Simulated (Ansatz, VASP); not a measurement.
# Cross-check of Mg (Magnesium) between VASP and Ansatz

One calculation is typed for both programs; each brings its own data sets. How far apart do they land? The cell is taken from a series of runs on this material, whose earlier steps may have relaxed, scaled, displaced or heated it; both programs get it as it stands.

Method: plane waves, with VASP 6.6.1 beside it; relaxation of cell and atoms at LDA, in Ansatz 0.2.0.

### Step 1. Starting point

The structure is hexagonal, space group P6_3/mmc (No. 194). The conventional cell has a = 3.136 Å, b = 3.136 Å, c = 5.074 Å, α = 90.00°, β = 90.00°, γ = 120.00°. Nearest to Mg lie 12 Mg at 3.12 to 3.14 Å.

As a file:

```
Mg
1.0
     3.13610    0.00000    0.00000
    -1.56805    2.71594    0.00000
     0.00000    0.00000    5.07415
Mg
2
Direct
  0.33333 0.66667 0.25000
  0.66667 0.33333 0.75000
```

### Step 2. VASP: relaxation of cell and atoms, LDA

The relaxed volume is the usual yardstick between codes: in a stiff, nearly cubic crystal its relative difference is about their pressure difference at one cell divided by the bulk modulus.

Lines of VASP's logs that name or quote its potential files are left out, and so is its time.

INCAR

```
SYSTEM = Mg
PREC = Accurate
ENCUT = 600
EDIFF = 1E-07
NELM = 120
ISMEAR = -1
SIGMA = 0.15
LREAL = .FALSE.
ALGO = Normal
GGA = CA
NBANDS = 8
LORBIT = 11
LWAVE = .FALSE.
LCHARG = .FALSE.
ISIF = 3
IBRION = 2
NSW = 80
EDIFFG = -0.005
LASPH = .TRUE.
GGA_COMPAT = .FALSE.
NELMIN = 4
KPAR = 2
```

POSCAR

```
Mg
1.0
    3.1360970000      0.0000000000      0.0000000000
   -1.5680490000      2.7159400000      0.0000000000
    0.0000000000      0.0000000000      5.0741460000
Mg
2
Direct
    0.3333335010      0.6666667894      0.2499999015
    0.6666668179      0.3333332106      0.7499999015
```

KPOINTS

```
Automatic mesh
0
Gamma
18 18 10
0 0 0
```

The projector-augmented-wave data sets are Mg (LDA family, release 64).

Launch:

```
> mpirun -np 2 vasp_std
```

Numbers of over 12 decimals in the logs are rounded to 6 here.

The log of the run:

```text
[banner, memory and clock lines left out]
running    2 mpi-ranks, on    1 nodes
 distrk:  each k-point on    1 cores,    2 groups
 distr:  one band on    1 cores,    1 groups

 POSCAR found type information on POSCAR Mg
 POSCAR found :  1 types and       2 ions
 LDA part: xc-table for (Slater(with rela. corr.)+CA(PZ))
 , standard interpolation
 POSCAR, INCAR and KPOINTS ok, starting setup
 FFT: planning ... GRIDC
 FFT: planning ... GRID_SOFT
 FFT: planning ... GRID
 WAVECAR not read
 entering main loop
       N       E                     dE             d eps       ncg     rms          rms(c)
DAV:   1    -0.980020100739E+00   -0.98002E+00   -0.14785E+03  3552   0.404E+02
DAV:   2    -0.365671644663E+01   -0.26767E+01   -0.25812E+01  4848   0.235E+01
DAV:   3    -0.367139264314E+01   -0.14676E-01   -0.14647E-01  4760   0.221E+00
DAV:   4    -0.367142374807E+01   -0.31105E-04   -0.31104E-04  5296   0.882E-02
DAV:   5    -0.367142378257E+01   -0.34497E-07   -0.34602E-07  4544   0.208E-03    0.934E-01
DAV:   6    -0.365973080279E+01    0.11693E-01   -0.58030E-04  4376   0.149E-01    0.593E-01
DAV:   7    -0.365051822257E+01    0.92126E-02   -0.20034E-03  3768   0.272E-01    0.297E-02
DAV:   8    -0.365050997761E+01    0.82450E-05   -0.15574E-05  5672   0.227E-02    0.647E-03
DAV:   9    -0.365050903530E+01    0.94231E-06   -0.64177E-07  4112   0.416E-03    0.590E-04
DAV:  10    -0.365050902087E+01    0.14423E-07   -0.23518E-09  3504   0.353E-04
   1 F= -.36505090E+01 E0= -.36209476E+01  d E =-.365051E+01
[...]
2 F= -.36506975E+01 E0= -.36212364E+01  d E =-.188520E-03
[...]
3 F= -.36507088E+01 E0= -.36212793E+01  d E =-.199813E-03
 curvature:  -0.66 expect dE=-0.339E-05 dE for cont linesearch -0.191E-08
 trial: gam= 0.02006 g(F)=  0.120E-44 g(S)=  0.516E-05 ort =-0.941E-06 (trialstep = 0.106E+01)
 search vector abs. value=  0.524E-05
 bond charge predicted
       N       E                     dE             d eps       ncg     rms          rms(c)
DAV:   1    -0.365071340232E+01   -0.45677E-05   -0.14389E-05  4664   0.157E-02    0.164E-03
DAV:   2    -0.365071336696E+01    0.35352E-07   -0.76318E-08  3976   0.167E-03    0.102E-03
DAV:   3    -0.365071334088E+01    0.26083E-07   -0.31163E-08  2688   0.561E-04    0.212E-05
DAV:   4    -0.365071334083E+01    0.52523E-10   -0.79503E-10  1952   0.179E-04
   4 F= -.36507133E+01 E0= -.36212759E+01  d E =-.450690E-05
 trial-energy change:   -0.000005  1 .order   -0.000005   -0.000005   -0.000004
 step:   3.0274(harm=  3.0274)  dis= 0.00000  next Energy=    -3.650717 (dE=-0.778E-05)
 reached required accuracy - stopping structural energy minimisation
```

OUTCAR, selected parts (step 2):

```text
ion  position               nearest neighbor table
   1  0.333  0.667  0.250-   2 3.12   2 3.12   2 3.12   2 3.12   2 3.12   2 3.12
   2  0.667  0.333  0.750-   1 3.12   1 3.12   1 3.12   1 3.12   1 3.12   1 3.12

  LATTYP: Found a hexagonal cell.
 ALAT       =     3.1360970000
 C/A-ratio  =     1.6179812040

 Subroutine GETGRP returns: Found 24 space group operations
 (whereof 12 operations were pure point group operations)

The static configuration has the point symmetry D_3d.
 The point group associated with its full space group is D_6h.

 Found    222 irreducible k-points:

   k-points           NKPTS =    222   k-points in BZ     NKDIM =    222   number of bands    NBANDS=      8

   dimension x,y,z NGX =    28 NGY =   28 NGZ =   42
   dimension x,y,z NGXF=    56 NGYF=   56 NGZF=   84

   ENCUT  =  600.0 eV  44.10 Ry    6.64 a.u.   6.26  6.26 10.13*2*pi/ulx,y,z

   NELECT =       4.0000    total number of electrons

 k-points in reciprocal lattice and weights: Automatic mesh
   0.00000000  0.00000000  0.00000000       0.000
   0.05555556 -0.00000000  0.00000000       0.002
   0.11111111 -0.00000000  0.00000000       0.002
   0.16666667  0.00000000  0.00000000       0.002
   0.22222222  0.00000000  0.00000000       0.002
   0.27777778 -0.00000000  0.00000000       0.002
   0.33333333 -0.00000000  0.00000000       0.002
   0.38888889 -0.00000000  0.00000000       0.002
   0.44444444  0.00000000  0.00000000       0.002
[...]
0.33333333  0.27777778  0.50000000       0.004
   0.33333333  0.33333333  0.50000000       0.001

 average (electrostatic) potential at core
       1 -38.9198       2 -38.9198

 E-fermi :   2.8217

 k-point     1 :       0.0000    0.0000    0.0000
  band No.  band energies     occupation
      1      -4.3867      2.00000
      2       1.0729      1.99998
      3       1.5690      1.99953
      4      14.0842      0.00000
      5      14.0842      0.00000
      6      14.2598      0.00000
      7      14.2598      0.00000
      8      15.0382      0.00000

 k-point     2 :       0.0556   -0.0000    0.0000
  band No.  band energies     occupation
      1      -4.3233      2.00000
      2       1.1302      1.99997
      3       1.6305      1.99929
      4      12.6517      0.00000
      5      13.2861      0.00000
      6      14.0907      0.00000
      7      15.1442      0.00000
      8      15.7023      0.00000

 k-point     3 :       0.1111   -0.0000    0.0000
  band No.  band energies     occupation
      1      -4.1335      2.00000
      2       1.3021      1.99992
      3       1.8138      1.99759
      4      10.8957      0.00000
      5      12.5068      0.00000
      6      13.3135      0.00000
      7      15.7489      0.00000
      8      15.9078      0.00000

  Total       -0.0022577     -0.0022577      0.0089673      0.0000000      0.0000000      0.0000000
  in kB       -0.0841964     -0.0841965      0.3344132      0.0000000      0.0000000      0.0000000
  external PRESSURE =       0.0553401 kB  Pullay stress =       0.0000000 kB

  energy-cutoff  :      600.00
  volume of cell :       42.96
      direct lattice vectors                 reciprocal lattice vectors
     3.128367379  0.000000001  0.000000000     0.319655551  0.184553255 -0.000000000
    -1.564184187  2.709245949  0.000000000    -0.000000000  0.369106393 -0.000000000
     0.000000000  0.000000000  5.068997698     0.000000000  0.000000000  0.197277659

 POSITION                                       TOTAL-FORCE (eV/Angst)
 -----------------------------------------------------------------------------------
      0.00000      1.80616      1.26725         0.000000     -0.000000      0.000000
      1.56418      0.90308      3.80175        -0.000000      0.000000      0.000000
 -----------------------------------------------------------------------------------
    total drift:                                0.000006     -0.000001     -0.000004

  FREE ENERGIE OF THE ION-ELECTRON SYSTEM (eV)
  ---------------------------------------------------
  free  energy   TOTEN  =        -3.6507133408 eV

  energy  without entropy=       -3.5918385162  energy(sigma->0) =       -3.62127593

 reached required accuracy - stopping structural energy minimisation

 total charge
# of ion       s       p       d       tot
------------------------------------------
    1        0.222   0.142   0.013   0.377
    2        0.222   0.142   0.013   0.377
--------------------------------------------------
tot          0.443   0.284   0.027   0.754

[... 3 further parts left out ...]
```

CONTCAR:

```
Mg
   1.00000000000000
     3.1283673790939583    0.0000000014225795    0.0000000000000000
    -1.5641841870826259    2.7092459487882805    0.0000000000000000
     0.0000000000000000    0.0000000000000000    5.0689976979352869
  Mg
     2
Direct
     0.3333335009999985    0.6666667893999971    0.2499999014999972
     0.6666668179000013    0.3333332106000029    0.7499999014999972
```

The run keeps the 24 symmetry operations of its start, so it cannot find a distortion of lower symmetry.

### Step 3. Ansatz: relaxation of cell and atoms, LDA

Ansatz runs on its default PAW (the set named soft_2) files.

The same cell, functional (in two slightly different forms), mesh and smearing now go to Ansatz, which takes its cutoff from its data sets.

input.yaml

```yaml
crystal:
  lattice:
    - [3.136097107, 0.0, 0.0]
    - [-1.5680485535, 2.7159397634, 0.0]
    - [0.0, 0.0, 5.0741459003]
  atoms:
    - { symbol: Mg, position: [0.3333333333, 0.6666666667, 0.25] }
    - { symbol: Mg, position: [0.6666666667, 0.3333333333, 0.75] }
kpoints:
  mp_grid: { grid: [18, 18, 10] }
hamiltonian:
  xc: lda
scf:
  occupations: { method: fermi_dirac, width: 0.15 }
output:
  forces: true
  stress: true
  eigenvalues: true
relax:
  adjacent_minimum: "off"
  f_tol: 0.001
  max_steps: 60
  cell: { stress_tol: 0.01 }
```

Launch:

```
> ansatz run input.yaml --threads 8 --pin off --max-ram 14336MiB --backend cpu --events-out ev --progress --plain --runs-dir out
```

The log of the run:

```text
Engine: ansatz 0.2.0, aarch64-unknown-linux-gnu
Pseudopotentials: kind: paw
Pseudopotential: Mg, paw, valence charge 10, recommended cutoff 420 eV (normal), Mg.paw.azcp
Functional definition: SPW92
  exchange = slater_x
  correlation = pw_c
Crystal: 2 atoms, lattice volume = 43.219 Å³
Basis set: ecut = 420 eV, 845 PW (Γ)
Bands: 14, of which v1, the nominal top of the filled ones, is band 10 counted from 1 (9 counted from 0)
Symmetry: 24 space group operations
Space group: P63/mmc (ITA 194), of the structure as read, at distance tolerance 3.5e-5 Å
k-points: 222 of 3240
Non-local potential: Mg, projectors of the file, l = 0: 3, l = 1: 2, l = 2: 1
PAW form: soft (Blöchl's): semilocal exchange-correlation on the pseudo side does not see the compensation charge
PAW frozen core: Mg, regenerated for the run's functional, and the local potential with it (the file was generated under x = pbe(κ = 0.804, μ = 0.219515), c = pbe(β = 0.066725))
PAW one-centre angular grid: Mg, 110 points (default); XC on 64 Gauss nodes
Initial density: superposition of atomic densities (neutral atoms: chi_scale 0, normalization atom), corrected by the library's trained network
Initial wavefunctions: pseudopotential atomic-orbital guess
Functional: x = slater, c = lda
SCF iter   1: F=—  HF=-3803.244071 eV  |F-HF|=—  |Δ(HF+E_count)|=         —  Δρ=6.49e-3  dr2=6.29e-3  ethr=1.77e-3  ⟨swp⟩=5.0  Hψ=15445  notcnv=0
preconditioner: auto → none  [metal: Δε(μ)=0.010 eV  Ē_g=7.138 eV  σ=0.150 eV  W_gap=0.02  n_scr=8 (ndim 8)  ℏωp=11.3 eV  f_vac=0.000  D(μ)=0.80/eV (n_scr^D=2)  sad-step TF]
SCF iter   2: F=—  HF=-3803.236350 eV  |F-HF|=—  |Δ(HF+E_count)|=   7.72e-3  Δρ=2.55e-3  dr2=1.34e-3  ethr=3.15e-5  ⟨swp⟩=2.0  Hψ=6824  notcnv=0
SCF iter   3: F=—  HF=-3803.235847 eV  |F-HF|=—  |Δ(HF+E_count)|=   5.03e-4  Δρ=4.37e-4  dr2=6.95e-5  ethr=6.72e-6  ⟨swp⟩=2.0  Hψ=4884  notcnv=0
SCF iter   4: F=—  HF=-3803.235862 eV  |F-HF|=—  |Δ(HF+E_count)|=   1.53e-5  Δρ=3.11e-5  dr2=1.80e-7  ethr=3.48e-7  ⟨swp⟩=1.0  Hψ=3108  notcnv=0
iter 5 did not close the SCF: its close was put off for the readings that it lacked (scf_convergence_deferred on its scf_iter line)
SCF iter   5: F=-3803.235862 eV  HF=-3803.235862 eV  |F-HF|=5.59e-9  |Δ(HF+E_count)|=   5.45e-8  Δρ=3.30e-6  dr2=2.30e-9  ethr=9.02e-10  ⟨swp⟩=2.0  Hψ=5374  notcnv=0
SCF iter   6: F=-3803.235862 eV  HF=-3803.235862 eV  |F-HF|=9.55e-12  |Δ(HF+E_count)|=   3.39e-9  Δρ=1.35e-7  dr2=4.59e-12  ethr=1.15e-11  ⟨swp⟩=1.4  Hψ=9583  notcnv=0
SCF 1 converged in 6 iterations: F = -3803.235862 eV  dr2 = 4.59e-12
  greatest PAW one-centre occupation: 1.000 electrons in one spin orbital (limit 2), on the Mg atom at site 1 (counted from 0), in its partial waves of l = 1
relax step   1: F+E_penalty+E_count = -3803.23586227 eV  Δ(F+E_penalty+E_count) = +0.000e0 eV  max|allowed force component| = 4.395e-17 eV/Å  Δτ_max = 0.0000 Å  P = +0.095 GPa  Ω = 43.219 Å³  (6 SCF iters, dr2 threshold 1.00e-7 eV, accepted)
[...]
relax step   2: F+E_penalty+E_count = -3803.23591051 eV  Δ(F+E_penalty+E_count) = -4.823e-5 eV  max|allowed force component| = 7.170e-17 eV/Å  Δτ_max = 0.0000 Å  P = +0.013 GPa  Ω = 43.310 Å³  energy of the carried Pulay correction = -1.789e-6 eV  (3 SCF iters, dr2 threshold 7.54e-8 eV, accepted)
[...]
relax step   3: F+E_penalty+E_count = -3803.23591713 eV  Δ(F+E_penalty+E_count) = -6.618e-6 eV  max|allowed force component| = 7.170e-17 eV/Å  Δτ_max = 0.0000 Å  P = -0.004 GPa  Ω = 43.328 Å³  energy of the carried Pulay correction = -2.094e-6 eV  (3 SCF iters, dr2 threshold 6.79e-9 eV, accepted)
[...]
relax step   4: F+E_penalty+E_count = -3803.23591909 eV  Δ(F+E_penalty+E_count) = -1.959e-6 eV  max|allowed force component| = 7.170e-17 eV/Å  Δτ_max = 0.0000 Å  P = -0.004 GPa  Ω = 43.328 Å³  stress off target by 7.74e-3 GPa  SCF on the basis re-selected at this cell (its energy is not comparable with the rows above)  (3 SCF iters)
basis re-selected at this cell: Δ(F+E_penalty+E_count) = -1.959e-6 eV, ΔP = +0.000 GPa vs the last step (what re-selecting the basis moved, of the pressure what is left beyond the Pulay correction that the steps carried, after the strain that the cell walked since its last selection, with what the two solves' SCF thresholds leave and, on support functions, any second-order correction that the steps lacked; it is no m [...]
SCF converged after 3 iterations
Free energy (F): -3803.235919 eV
Harris-Foulkes:  -3803.235919 eV  (|F-HF|=9.09e-13)
Internal energy: -3803.176435 eV  (E = F + TS)
E sigma→0 (E₀):  -3803.206177 eV
Entropy (-TS):   -0.059484 eV (-29.742 meV/atom)
Fermi energy:    5.943176 eV
--- Per-component energies (eV) ---
  E_band       = -705.640872
  E_kinetic    = 151.155936
  E_local      = -3194.564007  (includes V_loc(G=0)·N_el)
  E_nonlocal   = 193.253691
  E_hartree    = 1137.899990
  E_xc         = -56.818318
  E_vxc        = -73.866610  (∫ρ·V_xc dr)
  E_paw        = -542.562670  (= ΣΔE_a)
  E_vpaw       = -57.419877  (= ΣTr[D̂ρ^β])
  E_aug_tail   = 0.000001  (compensation charges beyond the density's cutoff)
  E_ewald      = -1491.842017
  E_core_change = 0.300959  (= ΣΔE_core)
  E_smearing   = -0.059484  (= −TS)
  E_closure    = 0.000000  (closes the sum)
  Σ components = -3803.235919   (vs F -3803.235919, Δ=0.00e0)
--- Forces (eV/Å), atoms counted from 1 ---
  atom   1  Mg     0.00000000     0.00000000     0.00000000
  atom   2  Mg    -0.00000000    -0.00000000    -0.00000000
  max |Σ_I F_I| component: 4.63e-18 eV/Å
--- Stress (GPa, compression-positive) ---
       -0.007742       0.000000       0.000000
       -0.000000      -0.007742       0.000000
        0.000000       0.000000       0.003581
  P = ⅓ Tr σ = -0.0040 GPa (-0.040 kbar)
--- Band table (eV; the first three rows and the last of 222) ---
  k-point 0: bands = [... 6 lower, -36.7214, -36.7214, -1.2285, 4.2120, 4.6784, 17.1523, 17.1523, 17.3105]
  k-point 1: bands = [... 6 lower, -36.7215, -36.7215, -1.1700, 3.3687, 5.6209, 17.1971, 17.1971, 17.3477]
  k-point 2: bands = [... 6 lower, -36.7220, -36.7220, -0.9947, 2.4304, 6.8570, 16.0434, 17.3284, 17.3284]
  k-point 221: bands = [... 6 lower, -36.7301, -36.7301, 6.1430, 6.1430, 6.6220, 6.6220, 7.5648, 7.5648]
--- Relaxed structure (3 steps of the walk, 3 accepted, 1 SCFs on fresh bases) ---
  F+E_penalty+E_count = -3803.23591909 eV   max|allowed force component| = 7.170e-17 eV/Å   (the final SCF, on the basis selected at the relaxed cell)
  cell:  # Å, volume = 43.3282 Å³
    - [3.136402, 0.0, 0.0]
    - [-1.568201, 2.716204, 0.0]
    - [0.0, 0.0, 5.086007]
  atoms:
    - { symbol: Mg, position: [0.333333, 0.666667, 0.25] }
    - { symbol: Mg, position: [0.666667, 0.333333, 0.750000] }
```

### Step 4. Comparison

Known differences besides the potentials themselves: the two LDA forms differ slightly; the data sets hold 20 valence electrons in Ansatz (on its default PAW (the set named soft_2) files) and 4 in VASP; the cutoff is 420 eV in Ansatz and 600 eV in VASP; VASP's log shows a relativistic correction to its local exchange, Ansatz's none; Ansatz adds a Pulay correction to the stress that steers its cell, VASP none. Total energies have different zeros and are not compared.

Both answers:

| quantity | Ansatz | VASP | difference |
| --- | --- | --- | --- |
| volume (Å³) | 43.33 | 42.96 | +0.85 % |
| edge a after relaxation, in the typed setting (Å) | 3.136 | 3.128 | +0.26 % |
| edge c after relaxation, in the typed setting (Å) | 5.086 | 5.069 | +0.34 % |

### Step 5. Outcome

| Quantity | Value |
| --- | --- |
| difference in volume (relaxation of cell and atoms, LDA) | 0.85 % |

In words: The difference in volume is 0.85 % (relaxation of cell and atoms, LDA), within the 1.2 % picked in this series as the mark of a large difference, as far as the stopping tolerances let one tell. The data sets hold unlike numbers of valence electrons (20 in Ansatz and 4 in VASP), so part of the differences comes from the potentials. How closely two codes agree says nothing of how well the functional describes the real material.

[Lines on the potential files, build, host, timing and source positions are cut from VASP's logs without a mark.]

[Logs are printed without paths, hosts, clocks, repeated set-up lines and the standing remarks that a program may print on its own settings, such as how far it seeks lower states.]

[Hosts, paths, dates, database ids (printed as entryN), source tags and the programs' standing remarks are cut or masked in the printed files.]
